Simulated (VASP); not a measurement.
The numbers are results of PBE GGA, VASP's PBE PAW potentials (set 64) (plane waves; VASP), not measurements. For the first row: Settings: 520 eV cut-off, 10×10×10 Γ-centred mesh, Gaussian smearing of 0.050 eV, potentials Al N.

| system | energy (eV/atom) |
|---|---|
| AlN (zinc blende) | -7.4237 |
| Al atom | -0.3119 |
| N atom | -3.1240 |

Atoms are spin-polarised in a large box without symmetry, with the spin fixed by Hund's rule, and may not be in the lowest state of each functional; no zero-point energy is added.

Question: What is the cohesive energy per atom of AlN?

Answer: The references average (1×(-0.3119) + 1×(-3.1240))/2 = -1.7180 eV, so the cohesive energy is -1.7180 − (-7.4237) = 5.706 eV/atom.
